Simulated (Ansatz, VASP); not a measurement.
# Mo: VASP beside Ansatz, part 2 of 2

One calculation is typed for both programs; each brings its own data sets. How far apart do they land? Of the first pair: The structure shown is the start of the Ansatz relaxation below; VASP solves that cell, so the two are compared at the walk's first step.

VASP 6.6.1 and Ansatz 0.2.0.

So far. Step 4 (Side by side): The forces differ by 7.3 meV/Å r.m.s., which is 2.0 % of the r.m.s. force of 0.368 eV/Å (both taken over all components). With vacuum in the cell, a pressure given here is an average over mostly empty space and none of the material.

### 6. VASP: single point, PBEsol, relaxed cell, pair 2

Level of this step: PBEsol; plane waves and PAW (Mo_sv) (VASP).

The same cell, functional, mesh and smearing now go to VASP, with its own data sets.

File INCAR:

```
SYSTEM = Mo
PREC = Accurate
ENCUT = 400
EDIFF = 1E-06
NELM = 120
ISMEAR = -1
SIGMA = 0.05
LREAL = .FALSE.
ALGO = Normal
GGA = PS
NBANDS = 52
LASPH = .TRUE.
LORBIT = 11
LWAVE = .FALSE.
LCHARG = .FALSE.
ISIF = 2
GGA_COMPAT = .FALSE.
KPAR = 2
```

File POSCAR:

```
Mo
1.0
    2.7252347214      0.0000000000      0.0000000000
   -3.6336462952      2.5693759358      0.0000000000
    0.0000000000      0.0000000000     24.1257241612
Mo
6
Direct
    1.0000000000      1.0000000000      0.7245180080
    1.0000000000      0.5000000000      0.6377779929
    1.0000000000      1.0000000000      0.5461156070
    1.0000000000      0.5000000000      0.4538843930
    1.0000000000      1.0000000000      0.3622220071
    1.0000000000      0.5000000000      0.2754819920
```

File KPOINTS:

```
Automatic mesh
0
Gamma
18 18 1
0 0 0
```

PAW data sets: Mo_sv (PBE family, release 64).

Run with:

```console
$ mpirun -np 2 vasp_std
```

Numbers of over 12 decimals in the logs are rounded to 6 here.

Output:

```text
[banner, memory and clock lines left out]
running    2 mpi-ranks, on    1 nodes
[...]
[... a notice as in an earlier step ...]

 LDA part: xc-table for (Slater+PW92), standard interpolation
 POSCAR, INCAR and KPOINTS ok, starting setup
[...]
entering main loop
       N       E                     dE             d eps       ncg     rms          rms(c)
DAV:   1     0.874680537442E+03    0.87468E+03   -0.49267E+04 11584   0.130E+03
DAV:   2    -0.418225641825E+02   -0.91650E+03   -0.89275E+03 10684   0.456E+02
DAV:   3    -0.724205405445E+02   -0.30598E+02   -0.29668E+02 12720   0.743E+01
DAV:   4    -0.732356927173E+02   -0.81515E+00   -0.79899E+00 12044   0.998E+00
[...]
DAV:  24    -0.679680175182E+02   -0.90649E-05   -0.45774E-07  6124   0.361E-03    0.132E-03
DAV:  25    -0.679680211395E+02   -0.36213E-05   -0.23138E-07  5980   0.170E-03    0.709E-04
DAV:  26    -0.679680218706E+02   -0.73108E-06   -0.61391E-08  5732   0.898E-04
   1 F= -.67968022E+02 E0= -.67950005E+02  d E =-.360337E-01
```

OUTCAR, selected parts (step 6):

```text
  Total       -4.0431072     -4.3361784     -0.4561722     -0.4144654      0.0000000      0.0000000
  in kB      -38.3454564    -41.1249899     -4.3264078     -3.9308540      0.0000000      0.0000000
  external PRESSURE =     -27.9322847 kB  Pullay stress =       0.0000000 kB

 POSITION                                       TOTAL-FORCE (eV/Angst)
 -----------------------------------------------------------------------------------
      0.00000      0.00000     17.47952         0.000000      0.000000      0.040908
     -1.81682      1.28469     15.38686         0.000000      0.000000     -0.004441
      0.00000      0.00000     13.17543         0.000000      0.000000     -0.138652
     -1.81682      1.28469     10.95029         0.000000      0.000000      0.138652
      0.00000      0.00000      8.73887         0.000000      0.000000      0.004441
     -1.81682      1.28469      6.64620         0.000000      0.000000     -0.040908
 -----------------------------------------------------------------------------------
    total drift:                               -0.000000      0.000000      0.000000

  FREE ENERGIE OF THE ION-ELECTRON SYSTEM (eV)
  ---------------------------------------------------
  free  energy   TOTEN  =       -67.9680218706 eV

  energy  without entropy=      -67.9319882013  energy(sigma->0) =      -67.95000504

[... 2 parts as in an earlier step ...]

[... 1 further part left out ...]
[key lines of the parts left out:]
E-fermi :   4.9381
```

### 7. Side by side

Forces (eV/Å; atoms numbered as in POSCAR):

```tsv
atom	Ansatz x, y, z	VASP x, y, z
Mo1	0.000, 0.000, 0.009	0.000, 0.000, 0.041
Mo2	0.000, 0.000, 0.002	0.000, 0.000, -0.004
Mo3	0.000, 0.000, -0.137	0.000, 0.000, -0.139
Mo4	0.000, 0.000, 0.137	0.000, 0.000, 0.139
Mo5	0.000, 0.000, -0.002	0.000, 0.000, 0.004
Mo6	0.000, 0.000, -0.009	0.000, 0.000, -0.041
```

The forces differ by 11 meV/Å r.m.s., which is 22.3 % of the r.m.s. force of 0.048 eV/Å (both taken over all components). With vacuum in the cell, a pressure given here is an average over mostly empty space and none of the material.

### 8. Ansatz: single point, PBEsol, pair 3

A single point gives forces, pressure and levels at one fixed geometry, so differences don't come from the geometry; what else differs is listed under the comparison.

The cell is taken from a series of runs on this material, whose earlier steps may have relaxed, scaled, displaced or heated it; both programs get it as it stands.

File input.yaml:

```yaml
crystal:
  lattice:
    - [2.7252347214, 0.0, 0.0]
    - [-3.6336462952, 2.5693759358, 0.0]
    - [0.0, 0.0, 24.1257241612]
  atoms:
    - { symbol: Mo, position: [1.0, 1.0, 0.724518008] }
    - { symbol: Mo, position: [1.0, 0.5, 0.6377779929] }
    - { symbol: Mo, position: [1.0, 1.0, 0.546115607] }
    - { symbol: Mo, position: [1.0, 0.5, 0.453884393] }
    - { symbol: Mo, position: [1.0, 1.0, 0.3622220071] }
    - { symbol: Mo, position: [1.0, 0.5, 0.275481992] }
kpoints:
  mp_grid: { grid: [24, 24, 1] }
scf:
  occupations: { method: fermi_dirac, width: 0.05 }
  n_extra_bands: 8
hamiltonian:
  xc: pbesol
  pseudopotentials: { kind: paw, azcp: { folder: soft_1 }, xc_functional: pbe }
output:
  forces: true
  write_potential: true
  volumetric_format: []
  dos:
    projected: true
    de: 0.05
    e_range: [-30, 12]
    method: { smearing: { sigma: 0.15, scheme: gaussian } }
  eigenstates:
    kpoints:
      - [0.5, 0.0, 0.0]
      - [0.45833333, 0.0, 0.0]
      - [0.41666667, 0.0, 0.0]
      - [0.375, 0.0, 0.0]
      - [0.33333333, 0.0, 0.0]
      - [0.29166667, 0.0, 0.0]
      - [0.25, 0.0, 0.0]
      - [0.20833333, 0.0, 0.0]
      - [0.16666667, 0.0, 0.0]
      - [0.125, 0.0, 0.0]
      - [0.08333333, 0.0, 0.0]
      - [0.04166667, 0.0, 0.0]
      - [0.0, 0.0, 0.0]
      - [0.0, 0.0625, 0.0]
      - [0.0, 0.125, 0.0]
      - [0.0, 0.1875, 0.0]
      - [0.0, 0.25, 0.0]
      - [0.0, 0.3125, 0.0]
      - [0.0, 0.375, 0.0]
      - [0.0, 0.4375, 0.0]
      - [0.0, 0.5, 0.0]
      - [0.475, 0.475, 0.0]
      - [0.45, 0.45, 0.0]
      - [0.425, 0.425, 0.0]
      - [0.4, 0.4, 0.0]
      - [0.375, 0.375, 0.0]
      - [0.35, 0.35, 0.0]
      - [0.325, 0.325, 0.0]
      - [0.3, 0.3, 0.0]
      - [0.275, 0.275, 0.0]
      - [0.25, 0.25, 0.0]
      - [0.225, 0.225, 0.0]
      - [0.2, 0.2, 0.0]
      - [0.175, 0.175, 0.0]
      - [0.15, 0.15, 0.0]
      - [0.125, 0.125, 0.0]
      - [0.1, 0.1, 0.0]
      - [0.075, 0.075, 0.0]
      - [0.05, 0.05, 0.0]
      - [0.025, 0.025, 0.0]
    e_range: [-8.0, 4.0]
    unfold:
      supercell_matrix: [[1, 0, 0], [0, 1, 0], [0, 0, 1]]
      layers:
        axis: 3
        edges: [0.109684, 0.408053, 0.408153, 0.591846, 0.591946, 0.890316]
```

Run with:

```console
$ ansatz run input.yaml --threads 4 --pin off --max-ram 22528MiB --backend cpu --events-out ev --progress --plain --runs-dir out
```

Output:

```text
[...]
Crystal: 6 atoms, lattice volume = 168.932 Å³
Basis set: ecut = 420 eV, 3363 PW (Γ), exchange–correlation on 40×60×324 points (8 copies of the dense FFT grid, shifted against one another)
Bands: 50, of which v1, the nominal top of the filled ones, is band 42 counted from 1 (41 counted from 0)
Symmetry: 8 space group operations
[...]
k-points: 157 of 576
[...]
--- Band table (eV; the first three rows and the last of 157) ---
  k-point 0: bands = [... 38 lower, 8.2957, 8.3760, 8.4062, 8.8358, 9.1781, 10.0745, 10.4056, 10.7329, ... 4 higher]
  k-point 1: bands = [... 38 lower, 8.2420, 8.3852, 8.5210, 8.9132, 9.1000, 10.1249, 10.2919, 10.6671, ... 4 higher]
  k-point 2: bands = [... 38 lower, 8.1866, 8.5048, 8.6963, 8.7484, 9.2329, 9.8745, 10.3560, 10.3913, ... 4 higher]
  k-point 156: bands = [... 38 lower, 9.9701, 10.0414, 10.3624, 10.7115, 10.8720, 11.2472, 11.8898, 11.8976, ... 4 higher]
[key lines of the parts left out:]
SCF converged after 10 iterations
Free energy (F): -29382.289967 eV
Fermi energy:    9.646777 eV
```

### 9. VASP: single point, PBEsol, pair 3

The same cell, functional, mesh and smearing now go to VASP, with its own data sets.

INCAR is that of step 6.

POSCAR is that of step 6.

File KPOINTS:

```
Automatic mesh
0
Gamma
24 24 1
0 0 0
```

Run with:

```console
$ mpirun -np 2 vasp_std
```

Output:

```text
[... set-up lines as in an earlier step ...]
 entering main loop
       N       E                     dE             d eps       ncg     rms          rms(c)
DAV:   1     0.872792143858E+03    0.87279E+03   -0.49217E+04 19952   0.130E+03
DAV:   2    -0.412877972786E+02   -0.91408E+03   -0.89056E+03 18288   0.455E+02
DAV:   3    -0.723645326117E+02   -0.31077E+02   -0.30134E+02 22056   0.744E+01
DAV:   4    -0.732227036681E+02   -0.85817E+00   -0.83982E+00 20864   0.100E+01
[...]
DAV:  24    -0.679672772271E+02   -0.93197E-05   -0.54942E-07 10812   0.328E-03    0.126E-03
DAV:  25    -0.679672806659E+02   -0.34388E-05   -0.20480E-07 10132   0.170E-03    0.674E-04
DAV:  26    -0.679672813705E+02   -0.70464E-06   -0.59193E-08  9796   0.100E-03
   1 F= -.67967281E+02 E0= -.67948545E+02  d E =-.374729E-01
```

OUTCAR, selected parts (step 9):

```text
  Total       -4.0564573     -4.4107449     -0.3328809     -0.5010382      0.0000000      0.0000000
  in kB      -38.4720715    -41.8321893     -3.1570938     -4.7519242      0.0000000      0.0000000
  external PRESSURE =     -27.8204515 kB  Pullay stress =       0.0000000 kB

 POSITION                                       TOTAL-FORCE (eV/Angst)
 -----------------------------------------------------------------------------------
      0.00000      0.00000     17.47952         0.000000      0.000000      0.043972
     -1.81682      1.28469     15.38686         0.000000      0.000000      0.007159
      0.00000      0.00000     13.17543        -0.000000      0.000000     -0.132540
     -1.81682      1.28469     10.95029         0.000000      0.000000      0.132540
      0.00000      0.00000      8.73887         0.000000      0.000000     -0.007159
     -1.81682      1.28469      6.64620         0.000000      0.000000     -0.043972
 -----------------------------------------------------------------------------------
    total drift:                               -0.000000      0.000000      0.000000

  FREE ENERGIE OF THE ION-ELECTRON SYSTEM (eV)
  ---------------------------------------------------
  free  energy   TOTEN  =       -67.9672813705 eV

  energy  without entropy=      -67.9298084293  energy(sigma->0) =      -67.94854490

[... 1 part as in an earlier step ...]

[... 2 further parts left out ...]
[key lines of the parts left out:]
E-fermi :   4.9401
```

### 10. Comparison

Forces (eV/Å; atoms numbered as in POSCAR):

```tsv
atom	Ansatz x, y, z	VASP x, y, z
Mo1	0.000, 0.000, 0.012	0.000, 0.000, 0.044
Mo2	0.000, 0.000, 0.013	0.000, 0.000, 0.007
Mo3	0.000, 0.000, -0.131	0.000, 0.000, -0.133
Mo4	0.000, 0.000, 0.131	0.000, 0.000, 0.133
Mo5	0.000, 0.000, -0.013	0.000, 0.000, -0.007
Mo6	0.000, 0.000, -0.012	0.000, 0.000, -0.044
```

The forces differ by 11 meV/Å r.m.s., which is 23.2 % of the r.m.s. force of 0.047 eV/Å (both taken over all components). With vacuum in the cell, a pressure given here is an average over mostly empty space and none of the material.

### 11. Outcome

| Quantity | Value |
| --- | --- |
| r.m.s. force difference (single point, PBEsol, start cell, pair 1) | 2.0 % of the r.m.s. force |
| r.m.s. force difference (single point, PBEsol, relaxed cell, pair 2) | 11 meV/Å |
| r.m.s. force difference (single point, PBEsol, pair 3) | 11 meV/Å |

The r.m.s. force difference is 11 meV/Å (single point, PBEsol, pair 3), within the 12 meV/Å picked in this series as the mark of a large difference. How closely two codes agree says nothing of how well the functional describes the real material.

[Lines on the potential files, build, host, timing and source positions are cut from VASP's logs without a mark.]

[Logs are printed without paths, hosts, clocks, repeated set-up lines and the standing remarks that a program may print on its own settings, such as how far it seeks lower states.]

[Hosts, paths, dates, database ids (printed as entryN), source tags and the programs' standing remarks are cut or masked in the printed files.]
